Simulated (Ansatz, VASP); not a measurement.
# Cross-check of RbZnCl3 between VASP and Ansatz, part 2 of 2

Wanted: the spread between two codes on one cell, functional and k mesh. The cell is taken from a series of runs on this material, whose earlier steps may have relaxed, scaled, displaced or heated it; both programs get it as it stands.

VASP 6.6.1 and Ansatz 0.2.0.

So far: The starting structure; VASP: dielectric response, PBE.

The structure was built from a prototype and need not be the compound's stable phase.

## 3. Ansatz: dielectric response, PBE

Level of this step: Ansatz beside VASP: Kohn-Sham DFT, plane waves, PBE (Ansatz).

Ansatz runs on its default PAW (the set named soft_2) files.

The same cell, functional and mesh now go to Ansatz, which takes its cutoff from its data sets.

Contents of input.yaml:

```yaml
crystal:
  lattice:
    - [5.0087695709, 0.0, 0.0]
    - [0.0, 5.0087695709, 0.0]
    - [0.0, 0.0, 5.0087695709]
  atoms:
    - { symbol: Rb, position: [0.0, 0.0, 0.0] }
    - { symbol: Zn, position: [0.5, 0.5, 0.5] }
    - { symbol: Cl, position: [0.5, 0.0, 0.5] }
    - { symbol: Cl, position: [0.0, 0.5, 0.5] }
    - { symbol: Cl, position: [0.5, 0.5, 0.0] }
kpoints:
  mp_grid: { grid: [5, 5, 5] }
scf:
  occupations: { method: fixed }
hamiltonian:
  xc: pbe
  pseudopotentials: { kind: paw }
dielectric: {}
```

Run with:

```sh
$ ansatz run input.yaml --threads 2 --pin off --max-ram 5120MiB --backend cpu --events-out ev --progress --plain --runs-dir out
```

Numbers of over 12 decimals in the logs are rounded to 6 here.

Log:

```text
Engine: ansatz 0.2.0, x86_64-unknown-linux-gnu
Pseudopotentials: kind: paw
Pseudopotential: Rb, paw, valence charge 9, recommended cutoff 420 eV (normal), Rb.paw.azcp
Pseudopotential: Zn, paw, valence charge 12, recommended cutoff 420 eV (normal), Zn.paw.azcp
Pseudopotential: Cl, paw, valence charge 7, recommended cutoff 420 eV (normal), Cl.paw.azcp
Functional definition: PBE
  parameter kappa = 0.804
  parameter beta = 0.066725
  exchange = pbe_x(kappa = kappa, mu = beta*pi^2/3)
  correlation = pbe_c(beta = beta)
Crystal: 5 atoms, lattice volume = 125.659 Å³
Basis set: ecut = 420 eV, 2517 PW (Γ), exchange–correlation on 72×72×72 points (8 copies of the dense FFT grid, shifted against one another)
Bands: 26, of which v1, the nominal top of the filled ones, is band 21 counted from 1 (20 counted from 0)
Symmetry: 48 space group operations
k-points: 18 of 125 (irreducible under 8 space group operations, time reversal used)
Non-local potential: Rb, projectors of the file, l = 0: 3, l = 1: 2, l = 2: 2
Non-local potential: Zn, projectors of the file, l = 0: 2, l = 1: 2, l = 2: 3, l = 3: 1
Non-local potential: Cl, projectors of the file, l = 0: 2, l = 1: 2, l = 2: 2
PAW form: soft (Blöchl's): semilocal exchange-correlation on the pseudo side does not see the compensation charge
PAW one-centre angular grid: Rb, 110 points (default); XC on 64 Gauss nodes
PAW one-centre angular grid: Zn, 590 points (default); XC on 64 Gauss nodes
PAW one-centre angular grid: Cl, 110 points (default); XC on 64 Gauss nodes
Initial density: superposition of atomic densities (neutral atoms: chi_scale 0, normalization atom), corrected by the library's trained network
Initial wavefunctions: pseudopotential atomic-orbital guess
Functional: x = pbe(κ = 0.804, μ = 0.219515), c = pbe(β = 0.066725)
SCF iter   1: F=—  HF=-9831.992737 eV  |F-HF|=—  |Δ(HF+E_count)|=         —  Δρ=3.89e-4  dr2=1.08e-4  ethr=1.77e-3  ⟨swp⟩=6.1  Hψ=2216  notcnv=0  defer=50
preconditioner: auto → Resta (q_TF=auto, 2.273 Å⁻¹)  ε∞=3.9  [insulator: Δε(μ)=1.461 eV  Ē_g=12.389 eV  n_scr=26 (ndim 8)  ℏωp=21.0 eV  f_vac=0.028  ε∞_Penn≈3.9]
SCF iter   2: F=—  HF=-9831.992553 eV  |F-HF|=—  |Δ(HF+E_count)|=   1.84e-4  Δρ=1.74e-4  dr2=2.70e-5  ethr=2.57e-7  ⟨swp⟩=2.4  Hψ=1152  notcnv=0  defer=53
SCF iter   3: F=—  HF=-9831.992564 eV  |F-HF|=—  |Δ(HF+E_count)|=   1.07e-5  Δρ=6.67e-5  dr2=4.94e-6  ethr=6.44e-8  ⟨swp⟩=2.0  Hψ=686  notcnv=0  defer=53
SCF iter   4: F=—  HF=-9831.992564 eV  |F-HF|=—  |Δ(HF+E_count)|=   1.03e-7  Δρ=3.79e-5  dr2=9.54e-7  ethr=1.18e-8  ⟨swp⟩=2.2  Hψ=733  notcnv=0  defer=47
SCF iter   5: F=—  HF=-9831.992565 eV  |F-HF|=—  |Δ(HF+E_count)|=   1.38e-6  Δρ=1.01e-5  dr2=1.05e-7  ethr=2.27e-9  ⟨swp⟩=2.0  Hψ=636  notcnv=0  defer=32
SCF iter   6: F=—  HF=-9831.992565 eV  |F-HF|=—  |Δ(HF+E_count)|=   1.06e-7  Δρ=2.48e-6  dr2=1.10e-8  ethr=2.49e-10  ⟨swp⟩=2.8  Hψ=881  notcnv=0  defer=32
SCF iter   7: F=—  HF=-9831.992565 eV  |F-HF|=—  |Δ(HF+E_count)|=   4.44e-9  Δρ=9.06e-7  dr2=1.97e-9  ethr=2.63e-11  ⟨swp⟩=2.2  Hψ=700  notcnv=0  defer=32
SCF iter   8: F=-9831.992565 eV  HF=-9831.992565 eV  |F-HF|=3.09e-11  |Δ(HF+E_count)|=  1.46e-10  Δρ=1.27e-7  dr2=3.38e-11  ethr=1.00e-12  ⟨swp⟩=8.0  Hψ=2171  notcnv=0
SCF 1 converged in 8 iterations: F = -9831.992565 eV  dr2 = 3.38e-11
  greatest PAW one-centre occupation: 0.988 electrons in one spin orbital (limit 2), on the Zn atom at site 1 (counted from 0), in its partial waves of l = 2
NSCF: frozen V_eff on 5 k-points
DFPT response loops at Γ: preconditioner auto → Resta (q_TF=auto, 2.273 Å⁻¹)  ε∞=6.4 (no band partly filled); β = 1.00, the filter's whole step (`scf.mixing.beta` (0.50) is not read by the response loops at its default; to damp them type it under 1.00, their step now; it binds the ground state too); Broyden in place of MSR1
── the response to a field inside a basis, on 6×6×6 k-points: an SCF that follows is theirs, and a resumed run solves both again ──
Bands: 22, of which v1, the nominal top of the filled ones, is band 21 counted from 1 (20 counted from 0)
k-points: 10 of 216
Initial density: handed on by an earlier stage of this run
Initial wavefunctions: pseudopotential atomic-orbital guess (no wavefunctions were taken with the density)
Eigensolver: Dense (10 Hₖ)
SCF iter   1: F=—  HF=-9831.980923 eV  |F-HF|=—  |Δ(HF+E_count)|=         —  Δρ=1.67e-4  dr2=9.82e-6  ethr=1.00e-1
preconditioner: auto → Resta (q_TF=auto, 2.273 Å⁻¹)  ε∞=5.9  [insulator: Δε(μ)=1.922 eV  Ē_g=9.496 eV  n_scr=26 (ndim 8)  ℏωp=21.0 eV  f_vac=0.028  ε∞_Penn≈5.9]
SCF iter   2: F=—  HF=-9831.980929 eV  |F-HF|=—  |Δ(HF+E_count)|=   5.32e-6  Δρ=1.32e-4  dr2=9.38e-6  ethr=2.34e-8
SCF iter   3: F=—  HF=-9831.980931 eV  |F-HF|=—  |Δ(HF+E_count)|=   2.66e-6  Δρ=3.94e-5  dr2=7.21e-7  ethr=2.23e-8
SCF iter   4: F=-9831.980930 eV  HF=-9831.980930 eV  |F-HF|=3.87e-8  |Δ(HF+E_count)|=   1.66e-6  Δρ=4.99e-6  dr2=1.90e-8  ethr=1.72e-9
SCF 1 converged in 4 iterations: F = -9831.980930 eV  dr2 = 1.90e-8
DFPT response loops at Γ: preconditioner auto → Resta (q_TF=auto, 2.273 Å⁻¹)  ε∞=5.6 (no band partly filled); β = 1.00, the filter's whole step (`scf.mixing.beta` (0.50) is not read by the response loops at its default; to damp them type it under 1.00, their step now; it binds the ground state too); Broyden in place of MSR1
SCF converged after 8 iterations
Free energy (F): -9831.992565 eV
Harris-Foulkes:  -9831.992565 eV  (|F-HF|=3.09e-11)
Internal energy: -9831.992565 eV  (E = F + TS)
E sigma→0 (E₀):  -9831.992565 eV
Fermi energy:    2.821433 eV
--- Per-component energies (eV) ---
  E_band       = -132.991014
  E_kinetic    = 806.804360
  E_local      = -3371.950763  (includes V_loc(G=0)·N_el)
  E_nonlocal   = 878.107358
  E_hartree    = 1271.069891
  E_xc         = -588.174922
  E_vxc        = -553.784915  (∫ρ·V_xc dr)
  E_paw        = -6429.478127  (= ΣΔE_a)
  E_vpaw       = -434.306663  (= ΣTr[D̂ρ^β])
  E_aug_tail   = -0.000107  (compensation charges beyond the density's cutoff)
  E_ewald      = -2398.370256
  E_smearing   = -0.000000  (= −TS)
  E_closure    = 0.000000  (closes the sum)
  Σ components = -9831.992565   (vs F -9831.992565, Δ=0.00e0)
--- Band table (eV; the first three rows and the last of 18) ---
  k-point 0: bands = [... 17 lower, 2.1733, 2.4845, 2.4845, 2.4845, 4.2905, 8.7323, 9.8543, 9.8543, ... 1 higher]
  k-point 1: bands = [... 17 lower, 2.1142, 2.1142, 2.4113, 2.4113, 5.1669, 9.2474, 10.1919, 10.2863, ... 1 higher]
  k-point 2: bands = [... 17 lower, 2.0098, 2.0098, 2.3003, 2.3003, 6.7266, 10.3187, 10.9178, 11.1529, ... 1 higher]
  k-point 17: bands = [... 17 lower, 2.4442, 2.8114, 2.8114, 2.8214, 8.6560, 9.6622, 9.6622, 10.3731, ... 1 higher]
--- Dielectric response (ions clamped): 3 representative field directions + reference, inside a basis on a mesh of 216 k-points (Σ response iterations 12) ---
  ε∞ (high-frequency dielectric tensor):
        3.625082     0.000000     0.000000
        0.000000     3.625082     0.000000
        0.000000     0.000000     3.625082
  Born effective charges Z* (e; rows j = field, columns β = displacement):
    site 0:
         1.28123    0.00000    0.00000
         0.00000    1.28123    0.00000
        -0.00000    0.00000    1.28123
    site 1:
         2.90727    0.00000    0.00000
        -0.00000    2.90727    0.00000
         0.00000    0.00000    2.90727
    site 2:
        -0.83116   -0.00000    0.00000
         0.00000   -2.52619    0.00000
        -0.00000    0.00000   -0.83116
    site 3:
        -2.52619   -0.00000   -0.00000
        -0.00000   -0.83116    0.00000
        -0.00000    0.00000   -0.83116
    site 4:
        -0.83116    0.00000    0.00000
        -0.00000   -0.83116    0.00000
         0.00000    0.00000   -2.52619
  Z* charge neutrality: 1.003e-3 e pre-enforcement
  solved inside a basis spanned on kpoints, on 6×6×6 k-points, its susceptibility summed on 10×10×10: ε∞ is read to err by 1.0e-2, Z* by 1.3e-2 e (field_mesh: kpoints solves on kpoints); Z* is corrected for what the basis lacks
```

The column dr2 measures how far the density is from self-consistency, as an energy; F and HF (Harris–Foulkes) agree once it is small.

## 4. Side by side

Known differences besides the potentials themselves: fixed occupations in Ansatz, narrow Gaussian smearing in VASP; VASP's response is taken on the typed mesh, Ansatz refines its own for the field response alone; the cutoff is 420 eV in Ansatz and 400 eV in VASP. Total energies have different zeros and are not compared.

Both answers:

```csv
quantity,Ansatz,VASP,difference
ε∞ xx,3.63,3.65,-0.58 %
ε∞ yy,3.63,3.65,-0.58 %
ε∞ zz,3.63,3.65,-0.58 %
```

## 5. Results

```json
{
  "difference in ε∞ xx (dielectric response, PBE)": "-0.58 %"
}
```

In words: The difference in ε∞ xx is -0.58 % (dielectric response, PBE), within the 5 % picked in this series as the mark of a large difference. 1 further run of this series is not shown here. How closely two codes agree says nothing of how well the functional describes the real material.

[Lines on the potential files, build, host, timing and source positions are cut from VASP's logs without a mark.]

[Logs are printed without paths, hosts, clocks, repeated set-up lines and the standing remarks that a program may print on its own settings, such as how far it seeks lower states.]

[Hosts, paths, dates, database ids (printed as entryN), source tags and the programs' standing remarks are cut or masked in the printed files.]
